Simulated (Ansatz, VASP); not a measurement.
# Cr (Chromium) in two plane-wave programs, part 2 of 2

Aim: how closely do two programs agree when they are given the same cell, functional and k mesh? The cell is taken from a series of runs on this material, whose earlier steps may have relaxed, scaled, displaced or heated it; both programs get it as it stands.

VASP 6.6.1 and Ansatz 0.2.0.

So far: The structure; VASP: elastic constants, LDA, pair 1.

**3. Ansatz: elastic constants, LDA, pair 1**

Level of this step: Ansatz beside VASP: Kohn-Sham DFT, plane waves, LDA (Ansatz).

Ansatz runs on its default PAW (the set named soft_2) files.

The same cell, functional (in two slightly different forms), mesh and smearing now go to Ansatz, which takes its cutoff from its data sets.

input.yaml

```yaml
crystal:
  lattice:
    - [0.0, 2.7813288428, 0.0]
    - [2.7813288428, 0.0, 0.0]
    - [2.7813288428, 2.7813288428, -2.7813288428]
  atoms:
    - { symbol: Cr, position: [0.0, 0.0, 0.0] }
    - { symbol: Cr, position: [0.0, 0.0, 0.5] }
kpoints:
  mp_grid: { grid: [4, 4, 4] }
hamiltonian:
  xc: lda
scf:
  occupations: { method: methfessel_paxton, width: 0.25 }
output:
  forces: true
  stress: true
  eigenvalues: true
elastic:
  mode: relaxed_ion
  stencil: two_point
  amplitude: 0.01
```

Command:

```
ansatz run input.yaml --threads 4 --pin off --max-ram 16384MiB --backend cpu --events-out ev --progress --plain --runs-dir out
```

Numbers of over 12 decimals in the logs are rounded to 6 here.

The program printed:

```text
Engine: ansatz 0.2.0, aarch64-unknown-linux-gnu
Pseudopotentials: kind: paw
Pseudopotential: Cr, paw, valence charge 14, recommended cutoff 420 eV (normal), Cr.paw.azcp
Functional definition: SPW92
  exchange = slater_x
  correlation = pw_c
Crystal: 2 atoms, lattice volume = 21.516 Å³
Basis set: ecut = 420 eV, 437 PW (Γ)
Bands: 18, of which v1, the nominal top of the filled ones, is band 14 counted from 1 (13 counted from 0)
Symmetry: 96 space group operations
Space group: Im-3m (ITA 229), of the structure as read, at distance tolerance 2.8e-5 Å
k-points: 10 of 64
Non-local potential: Cr, projectors of the file, l = 0: 3, l = 1: 2, l = 2: 3, l = 3: 1
PAW form: soft (Blöchl's): semilocal exchange-correlation on the pseudo side does not see the compensation charge
PAW frozen core: Cr, regenerated for the run's functional, and the local potential with it (the file was generated under x = pbe(κ = 0.804, μ = 0.219515), c = pbe(β = 0.066725))
PAW one-centre angular grid: Cr, 590 points (default); XC on 64 Gauss nodes
Initial density: superposition of atomic densities (neutral atoms: chi_scale 0, normalization atom), corrected by the library's trained network
Initial wavefunctions: pseudopotential atomic-orbital guess
Functional: x = slater, c = lda
SCF iter   1: F=—  HF=-6646.264549 eV  |F-HF|=—  |Δ(HF+E_count)|=         —  Δρ=7.43e-3  dr2=3.96e-3  ethr=1.77e-3  ⟨swp⟩=2.3  Hψ=606  notcnv=0
preconditioner: auto → none  [insulator: Δε(μ)=0.603 eV  Ē_g=3.990 eV  σ=0.250 eV  W_gap=0.98  n_scr=6 (ndim 8)  ℏωp=27.7 eV  f_vac=0.000  D(μ)=0.61/eV (n_scr^D=6)  ε∞_Penn≈49.3]
SCF iter   2: F=—  HF=-6646.264055 eV  |F-HF|=—  |Δ(HF+E_count)|=   4.94e-4  S|Δr|=    0.00e0  Δρ=3.33e-3  dr2=9.50e-4  ethr=1.41e-5  ⟨swp⟩=1.8  Hψ=343  notcnv=0
SCF iter   3: F=—  HF=-6646.264104 eV  |F-HF|=—  |Δ(HF+E_count)|=   4.95e-5  S|Δr|=    0.00e0  Δρ=1.58e-3  dr2=3.33e-4  ethr=3.39e-6  ⟨swp⟩=2.0  Hψ=235  notcnv=0
SCF iter   4: F=—  HF=-6646.263998 eV  |F-HF|=—  |Δ(HF+E_count)|=   1.07e-4  S|Δr|=    0.00e0  Δρ=1.46e-4  dr2=1.29e-6  ethr=1.19e-6  ⟨swp⟩=2.9  Hψ=328  notcnv=0
SCF iter   5: F=—  HF=-6646.263997 eV  |F-HF|=—  |Δ(HF+E_count)|=   5.12e-7  S|Δr|=    0.00e0  Δρ=5.55e-6  dr2=2.59e-9  ethr=4.62e-9  ⟨swp⟩=1.4  Hψ=202  notcnv=0
SCF iter   6: F=—  HF=-6646.263997 eV  |F-HF|=—  |Δ(HF+E_count)|=   1.94e-9  S|Δr|=    0.00e0  Δρ=2.94e-7  dr2=3.70e-12  ethr=9.24e-12  ⟨swp⟩=2.6  Hψ=293  notcnv=0
SCF iter   7: F=-6646.263997 eV  HF=-6646.263997 eV  |F-HF|=1.82e-12  |Δ(HF+E_count)|=  1.82e-12  S|Δr|=    0.00e0  Δρ=2.49e-8  dr2=7.28e-14  ethr=1.00e-12  ⟨swp⟩=4.3  Hψ=581  notcnv=0
SCF 1 converged in 7 iterations: F = -6646.263997 eV  dr2 = 7.28e-14
  greatest PAW one-centre occupation: 1.000 electrons in one spin orbital (limit 2), on the Cr atom at site 1 (counted from 0), in its partial waves of l = 0
Crystal: 2 atoms, lattice volume = 21.301 Å³
Symmetry: 32 space group operations
k-points: 18 of 64
Initial density: handed on by an earlier stage of this run
Initial wavefunctions: those handed on with the density
iter 1 solved again at ethr=1.39e-6 eV; its pass at ethr=3.10e-3 eV (dr2=3.90e-4 eV) is discarded
SCF iter   1: F=—  HF=-6646.259763 eV  |F-HF|=—  |Δ(HF+E_count)|=         —  Δρ=1.72e-3  dr2=3.85e-4  ethr=1.39e-6  ⟨swp⟩=1.2  Hψ=1656  notcnv=0  defer=1
preconditioner: auto → none  [insulator: Δε(μ)=0.522 eV  Ē_g=4.039 eV  σ=0.250 eV  W_gap=0.92  n_scr=6 (ndim 8)  ℏωp=27.9 eV  f_vac=0.000  D(μ)=0.52/eV (n_scr^D=0)  ε∞_Penn≈48.6]
SCF iter   2: F=—  HF=-6646.259721 eV  |F-HF|=—  |Δ(HF+E_count)|=   4.18e-5  S|Δr|=    0.00e0  Δρ=9.46e-4  dr2=6.76e-5  ethr=1.37e-6  ⟨swp⟩=2.8  Hψ=579  notcnv=0  defer=1
[...]
SCF 2 converged in 8 iterations: F = -6646.259713 eV  dr2 = 6.39e-16
Crystal: 2 atoms, lattice volume = 21.731 Å³
[...]
preconditioner: auto → none  [insulator: Δε(μ)=0.518 eV  Ē_g=3.945 eV  σ=0.250 eV  W_gap=0.96  n_scr=6 (ndim 8)  ℏωp=27.6 eV  f_vac=0.000  D(μ)=0.54/eV (n_scr^D=0)  ε∞_Penn≈49.9]
[...]
SCF 3 converged in 7 iterations: F = -6646.259807 eV  dr2 = 2.04e-15
Crystal: 2 atoms, lattice volume = 21.515 Å³
Symmetry: 16 space group operations
k-points: 21 of 64
[...]
preconditioner: auto → none  [insulator: Δε(μ)=0.592 eV  Ē_g=3.990 eV  σ=0.250 eV  W_gap=0.97  n_scr=6 (ndim 8)  ℏωp=27.7 eV  f_vac=0.000  D(μ)=0.61/eV (n_scr^D=0)  ε∞_Penn≈49.3]
[...]
SCF iter   6: F=—  HF=-6646.263061 eV  |F-HF|=—  |Δ(HF+E_count)|=  8.66e-10  S|Δr|=    0.00e0  Δρ=6.68e-7  dr2=2.13e-11  ethr=3.77e-12  ⟨swp⟩=2.3  Hψ=558  notcnv=0  defer=1
SCF iter   7: F=—  HF=-6646.263061 eV  |F-HF|=—  |Δ(HF+E_count)|=  2.64e-11  S|Δr|=    0.00e0  Δρ=4.85e-8  dr2=1.27e-13  ethr=7.62e-14 (applied; sched 1.00e-12)  ⟨swp⟩=2.2  Hψ=577  notcnv=0  defer=4
SCF iter   8: F=-6646.263061 eV  HF=-6646.263061 eV  |F-HF|=2.73e-12  |Δ(HF+E_count)|=  9.09e-13  S|Δr|=    0.00e0  Δρ=3.77e-9  dr2=1.00e-15  ethr=1.00e-12  ⟨swp⟩=3.6  Hψ=1079  notcnv=0
SCF 4 converged in 8 iterations: F = -6646.263061 eV  dr2 = 1.00e-15
iter 1 solved again at ethr=3.22e-9 eV; its pass at ethr=3.10e-3 eV (dr2=9.01e-7 eV) is discarded
SCF iter   1: F=—  HF=-6646.263056 eV  |F-HF|=—  |Δ(HF+E_count)|=         —  Δρ=3.00e-4  dr2=8.77e-7  ethr=3.22e-9  ⟨swp⟩=1.8  Hψ=1695  notcnv=0  defer=1
preconditioner: auto → none  [insulator: Δε(μ)=0.594 eV  Ē_g=3.989 eV  σ=0.250 eV  W_gap=0.97  n_scr=6 (ndim 8)  ℏωp=27.7 eV  f_vac=0.000  D(μ)=0.61/eV (n_scr^D=0)  ε∞_Penn≈49.3]
SCF iter   2: F=—  HF=-6646.263060 eV  |F-HF|=—  |Δ(HF+E_count)|=   4.12e-6  S|Δr|=    0.00e0  Δρ=1.48e-4  dr2=1.70e-7  ethr=3.13e-9  ⟨swp⟩=2.2  Hψ=531  notcnv=0  defer=1
SCF iter   3: F=—  HF=-6646.263061 eV  |F-HF|=—  |Δ(HF+E_count)|=   1.27e-6  S|Δr|=    0.00e0  Δρ=5.16e-5  dr2=5.21e-8  ethr=6.08e-10  ⟨swp⟩=2.8  Hψ=665  notcnv=0  defer=1
SCF iter   4: F=—  HF=-6646.263061 eV  |F-HF|=—  |Δ(HF+E_count)|=   1.37e-7  S|Δr|=    0.00e0  Δρ=1.09e-5  dr2=7.09e-10  ethr=1.86e-10  ⟨swp⟩=3.0  Hψ=683  notcnv=0  defer=1
SCF iter   5: F=—  HF=-6646.263061 eV  |F-HF|=—  |Δ(HF+E_count)|=   7.75e-9  S|Δr|=    0.00e0  Δρ=5.35e-7  dr2=5.87e-12  ethr=2.53e-12  ⟨swp⟩=2.2  Hψ=538  notcnv=0  defer=1
SCF iter   6: F=-6646.263061 eV  HF=-6646.263061 eV  |F-HF|=1.82e-12  |Δ(HF+E_count)|=  1.36e-11  S|Δr|=    0.00e0  Δρ=2.69e-8  dr2=7.04e-14  ethr=1.00e-12  ⟨swp⟩=2.9  Hψ=1329  notcnv=0
SCF 5 converged in 6 iterations: F = -6646.263061 eV  dr2 = 7.04e-14
SCF converged after 7 iterations
Stability not checked: this state was not tested for a lower state beside it, because cold or Methfessel-Paxton smearing, or corrected tetrahedra, fill the levels in a way that the test cannot read (fill_not_monotonic; see scf.lower_state_search)
Free energy (F): -6646.263997 eV
Harris-Foulkes:  -6646.263997 eV  (|F-HF|=1.82e-12)
Internal energy: -6646.274332 eV  (E = F + TS)
E sigma→0 (E₀):  -6646.266581 eV
Entropy (-TS):   0.010335 eV (5.168 meV/atom)
Fermi energy:    20.520425 eV
Step filling:    the computed levels leave a gap of 0.5989 eV = 2.4 smearing widths at the electron count; against every level under it full and every level over it empty, smearing changes F+E_penalty+E_count by +6.246 meV and its σ→0 estimate by +3.662 meV
--- Per-component energies (eV) ---
  E_band       = -247.139773
  E_kinetic    = 692.222200
  E_local      = -2236.818586  (includes V_loc(G=0)·N_el)
  E_nonlocal   = 167.837735
  E_hartree    = 985.766728
  E_xc         = -280.072487
  E_vxc        = -359.325405  (∫ρ·V_xc dr)
  E_paw        = -2283.058627  (= ΣΔE_a)
  E_vpaw       = -482.589759  (= ΣTr[D̂ρ^β])
  E_aug_tail   = 0.000596  (compensation charges beyond the density's cutoff)
  E_ewald      = -3692.882141
  E_core_change = 0.730249  (= ΣΔE_core)
  E_smearing   = 0.010335  (= −TS)
  E_closure    = -0.000000  (closes the sum)
  Σ components = -6646.263997   (vs F -6646.263997, Δ=0.00e0)
--- Forces (eV/Å), atoms counted from 1 ---
  atom   1  Cr     0.00000000     0.00000000     0.00000000
  atom   2  Cr     0.00000000     0.00000000     0.00000000
  max |Σ_I F_I| component: 2.39e-29 eV/Å
--- Stress (GPa, compression-positive) ---
       -0.000157      -0.000000      -0.000000
       -0.000000      -0.000157       0.000000
        0.000000       0.000000      -0.000157
  P = ⅓ Tr σ = -0.0002 GPa (-0.002 kbar)
--- Band table (eV; the first three rows and the last of 10) ---
  k-point 0: bands = [... 10 lower, 15.9313, 19.7706, 19.7706, 19.7706, 21.9740, 21.9740, 23.5406, 23.5406]
  k-point 1: bands = [... 10 lower, 16.6872, 19.7668, 19.7668, 20.2709, 20.9421, 22.0602, 22.0602, 22.3616]
  k-point 2: bands = [... 10 lower, 18.6728, 18.6728, 20.3432, 20.3432, 20.3432, 20.3432, 21.5462, 21.5462]
  k-point 9: bands = [... 10 lower, 18.2727, 18.2727, 18.2727, 18.2727, 22.4392, 22.4392, 22.4392, 22.4392]
--- Elastic constants: 2 strain directions × 2 members + reference (group order 96) ---
  dense FFT box of the reference and of every strained cell: 20×20×36
  strains applied: 11, 23; error gains: componentwise 1.00 (the most a stress slope's error grows in a printed constant), spectral 1.73 (1 for all six strains in a standard setting)
  C = ∂σ_k/∂η_j (tension-positive GPa; Voigt order 11 22 33 23 13 12):
       638.199    140.062    140.062     -0.000     -0.000     -0.000
       140.062    638.199    140.062     -0.000     -0.000     -0.000
       140.062    140.062    638.199     -0.000     -0.000     -0.000
        -0.000     -0.000     -0.000    145.183      0.000      0.000
        -0.000     -0.000      0.000      0.000    145.183      0.000
         0.000     -0.000      0.000      0.000     -0.000    145.183
  reference stress σ⁰ (GPa):      0.000      0.000      0.000     -0.000      0.000      0.000
  C* (energy form; C + prestress term) asymmetry max|C*_kj − C*_jk| = 1.990e-13 GPa — a small one proves nothing (zero by symmetry where the batch's group is 432, −43m or m−3m); a large one is finite-difference/SCF noise where every solve meets its electron count
  moduli (Voigt/Reuss/Hill, GPa): K = 306.11/306.11/306.11   G = 186.74/174.26/180.50   E = 452.54   ν = 0.254
  mechanically stable: yes (min eigenvalue of sym C = 145.18 GPa)
  strain η (Voigt 11):  stress-route row diagonal C_11 = 638.20 GPa, energy-path curvature d²(F+E_count+ΔE)/dδ²/Ω₀ = 634.50 GPa
         δ    σ_11 (GPa)             F (eV)   n_scf  n_hpsi   n_pw
    -1.000e-2      -6.5350       -6646.2597131       8    5877    437   relax 0 steps, max|allowed force component| 2.60e-29 eV/Å
     1.000e-2       6.2290       -6646.2598066       7    5109    437   relax 0 steps, max|allowed force component| 7.89e-31 eV/Å
  strain η (Voigt 23):  stress-route row diagonal C_44 = 145.18 GPa, energy-path curvature d²(F+E_count+ΔE)/dδ²/Ω₀ = 145.22 GPa
         δ    σ_23 (GPa)             F (eV)   n_scf  n_hpsi   n_pw
    -1.000e-2      -1.4518       -6646.2630612       8    6466    437   relax 0 steps, max|allowed force component| 3.16e-30 eV/Å
     1.000e-2       1.4518       -6646.2630612       6    5725    437   relax 0 steps, max|allowed force component| 3.94e-30 eV/Å
```

**4. Differences**

Known differences besides the potentials themselves: the two LDA forms differ slightly; the data sets hold 28 valence electrons in Ansatz (on its default PAW (the set named soft_2) files) and 24 in VASP; the cutoff is 420 eV in Ansatz and 500 eV in VASP; VASP's log shows a relativistic correction to its local exchange, Ansatz's none; VASP takes each elastic constant from one size of strain, Ansatz from those that its log lists. Total energies have different zeros and are not compared.

The two programs side by side:

| quantity | Ansatz | VASP | difference |
| --- | --- | --- | --- |
| C11 (GPa) | 638.2 | 655.9 | -2.69 % |
| C22 (GPa) | 638.2 | 655.9 | -2.69 % |
| C33 (GPa) | 638.2 | 655.9 | -2.69 % |
| C12 (GPa) | 140.1 | 138.4 | +1.18 % |
| C13 (GPa) | 140.1 | 138.4 | +1.18 % |
| C23 (GPa) | 140.1 | 138.4 | +1.18 % |
| C44 (GPa) | 145.2 | 146.2 | -0.67 % |
| C55 (GPa) | 145.2 | 146.2 | -0.67 % |
| C66 (GPa) | 145.2 | 146.2 | -0.67 % |

**5. VASP: elastic constants, LDA, pair 2**

Elastic constants are differences of stresses under small strains, so they test the stress and the mesh. The cell compared in this pair holds 21.66 Å³, against 21.52 Å³ for the pair before.

INCAR

```
SYSTEM = Cr
PREC = Accurate
ENCUT = 500
EDIFF = 1E-08
NELM = 120
ISMEAR = 0
SIGMA = 0.05
LREAL = .FALSE.
ALGO = Normal
GGA = CA
NBANDS = 18
LASPH = .TRUE.
LORBIT = 11
LWAVE = .FALSE.
LCHARG = .FALSE.
ISIF = 3
IBRION = 6
NFREE = 2
POTIM = 0.015
NSW = 1
GGA_COMPAT = .FALSE.
KPAR = 2
```

POSCAR

```
Cr
1.0
    0.0000000000      2.7875923225      0.0000000000
    2.7875923225      0.0000000000      0.0000000000
    2.7875923225      2.7875923225     -2.7875923225
Cr
2
Direct
    0.0000000000      0.0000000000      0.0000000000
    0.0000000000      0.0000000000      0.5000000000
```

KPOINTS

```
Automatic mesh
0
Gamma
12 12 12
0 0 0
```

Potentials, in the order of the species: Cr_pv (LDA family, release 64).

Command:

```
mpirun -np 2 vasp_std
```

The program printed:

```text
[... set-up lines as in an earlier step ...]
 entering main loop
       N       E                     dE             d eps       ncg     rms          rms(c)
DAV:   1     0.232620238735E+03    0.23262E+03   -0.13552E+04  3024   0.162E+03
DAV:   2    -0.162020404621E+02   -0.24882E+03   -0.24471E+03  3122   0.453E+02
DAV:   3    -0.244058660135E+02   -0.82038E+01   -0.80416E+01  3200   0.971E+01
DAV:   4    -0.245876499440E+02   -0.18178E+00   -0.18147E+00  4126   0.123E+01
[...]
DAV:  11    -0.212622440304E+02    0.88271E-05   -0.61192E-05  3188   0.806E-02    0.525E-03
DAV:  12    -0.212622440301E+02    0.31150E-09   -0.21532E-06  3398   0.154E-02    0.169E-03
DAV:  13    -0.212622440301E+02    0.29104E-10   -0.54723E-08  3334   0.206E-03
   1 F= -.21262244E+02 E0= -.21261516E+02  d E =-.145668E-02
[... from here on, the cycles between the ionic steps are left out ...]
   2 F= -.21253545E+02 E0= -.21252678E+02  d E =-.173433E-02
   3 F= -.21253254E+02 E0= -.21252452E+02  d E =-.160494E-02
   7 F= -.21253257E+02 E0= -.21252455E+02  d E =-.160494E-02
   8 F= -.21260664E+02 E0= -.21259955E+02  d E =-.141825E-02
   9 F= -.21260661E+02 E0= -.21259952E+02  d E =-.141817E-02
  10 F= -.21260662E+02 E0= -.21259953E+02  d E =-.141821E-02
  11 F= -.21260662E+02 E0= -.21259953E+02  d E =-.141816E-02
  12 F= -.21260662E+02 E0= -.21259953E+02  d E =-.141822E-02
  13 F= -.21260662E+02 E0= -.21259953E+02  d E =-.141817E-02
  14 F= -.21261624E+02 E0= -.21260852E+02  d E =-.154483E-02
  15 F= -.21261624E+02 E0= -.21260852E+02  d E =-.154480E-02
 Finite differences progress:
  Degree of freedom:   7/  7
  Displacement:        2/  2
  Total:              14/ 14
```

From OUTCAR (step 5):

```text
  Total       -0.0112336     -0.0112918     -0.0112918      0.0000000     -0.0000000     -0.0000000
  in kB       -0.8308847     -0.8351944     -0.8351944      0.0000000     -0.0000000     -0.0000000
  external PRESSURE =      -0.8337578 kB  Pullay stress =       0.0000000 kB

 POSITION                                       TOTAL-FORCE (eV/Angst)
 -----------------------------------------------------------------------------------
     -0.01500      0.00000      0.00000         0.081824      0.000000      0.000000
      1.39380      1.39380     -1.39380        -0.081824     -0.000000      0.000000
 -----------------------------------------------------------------------------------
    total drift:                               -0.000512      0.000009     -0.000007

  FREE ENERGIE OF THE ION-ELECTRON SYSTEM (eV)
  ---------------------------------------------------
  free  energy   TOTEN  =       -21.2616244423 eV

  energy  without entropy=      -21.2600796375  energy(sigma->0) =      -21.26085204

[... 3 further parts left out ...]
[key lines of the parts left out:]
E-fermi :  11.8356
```

Levels, forces or a CONTCAR printed for this step are those of its last displaced cell, not of the structure at rest.

**6. Ansatz: elastic constants, LDA, pair 2**

The same cell, functional (in two slightly different forms), mesh and smearing now go to Ansatz, which takes its cutoff from its data sets.

The cell is taken from a series of runs on this material, whose earlier steps may have relaxed, scaled, displaced or heated it; both programs get it as it stands.

input.yaml

```yaml
crystal:
  lattice:
    - [0.0, 2.7875923225, 0.0]
    - [2.7875923225, 0.0, 0.0]
    - [2.7875923225, 2.7875923225, -2.7875923225]
  atoms:
    - { symbol: Cr, position: [0.0, 0.0, 0.0] }
    - { symbol: Cr, position: [0.0, 0.0, 0.5] }
kpoints:
  mp_grid: { grid: [12, 12, 12] }
hamiltonian:
  xc: lda
scf:
  occupations: { method: gaussian, width: 0.05 }
output:
  forces: true
  stress: true
  eigenvalues: true
elastic:
  mode: relaxed_ion
  stencil: two_point
  amplitude: 0.002
```

Command:

```
ansatz run input.yaml --threads 4 --pin off --max-ram 16384MiB --backend cpu --events-out ev --progress --plain --runs-dir out
```

The program printed:

```text
[...]
Crystal: 2 atoms, lattice volume = 21.661 Å³
Basis set: ecut = 420 eV, 437 PW (Γ)
Bands: 18, of which v1, the nominal top of the filled ones, is band 14 counted from 1 (13 counted from 0)
Symmetry: 96 space group operations
[...]
k-points: 84 of 1728
[...]
2.000e-3       1.1257       -6646.1379359       5   47675    449   relax 0 steps, max|allowed force component| 3.00e-29 eV/Å
[...]
δ    σ_23 (GPa)             F (eV)   n_scf  n_hpsi   n_pw
    -2.000e-3      -0.1773       -6646.1380497       7   84588    447   relax 0 steps, max|allowed force component| 2.66e-30 eV/Å
     2.000e-3       0.1772       -6646.1380497       5   69432    447   relax 0 steps, max|allowed force component| 3.35e-30 eV/Å
[key lines of the parts left out:]
SCF converged after 8 iterations
Free energy (F): -6646.138067 eV
Fermi energy:    20.674111 eV
P = ⅓ Tr σ = -0.0006 GPa (-0.006 kbar)
```

**7. Side by side**

What differs besides the data sets and the points named for the pairs above, as far as they apply: the data sets hold 28 valence electrons in Ansatz (on its default PAW (the set named soft_2) files) and 24 in VASP. Total energies have different zeros and are not compared.

Both answers:

| quantity | Ansatz | VASP | difference |
| --- | --- | --- | --- |
| C11 (GPa) | 566.5 | 579.9 | -2.31 % |
| C22 (GPa) | 566.5 | 579.9 | -2.31 % |
| C33 (GPa) | 566.5 | 579.9 | -2.31 % |
| C12 (GPa) | 163.9 | 168.3 | -2.59 % |
| C13 (GPa) | 163.9 | 168.3 | -2.59 % |
| C23 (GPa) | 163.9 | 168.3 | -2.59 % |
| C44 (GPa) | 88.6 | 105.5 | -15.98 % |
| C55 (GPa) | 88.6 | 105.5 | -15.98 % |
| C66 (GPa) | 88.6 | 105.5 | -15.98 % |

**8. Summary of results**

| Item | Value |
| --- | --- |
| difference in C11 (elastic constants, LDA, pair 1) | -2.7 % |
| difference in C44 (elastic constants, LDA, pair 2) | -16 % |

What this shows: The difference in C44 is -16 % (elastic constants, LDA, pair 2), beyond the 5 % picked in this series as the mark of a large difference. The data sets hold unlike numbers of valence electrons (28 in Ansatz and 24 in VASP), so part of the differences comes from the potentials. Such differences can come from data sets, numerical settings and the points named under the comparisons, not from the functional's error against experiment.

[Lines on the potential files, build, host, timing and source positions are cut from VASP's logs without a mark.]

[Logs are printed without paths, hosts, clocks, repeated set-up lines and the standing remarks that a program may print on its own settings, such as how far it seeks lower states.]

[Hosts, paths, dates, database ids (printed as entryN), source tags and the programs' standing remarks are cut or masked in the printed files.]
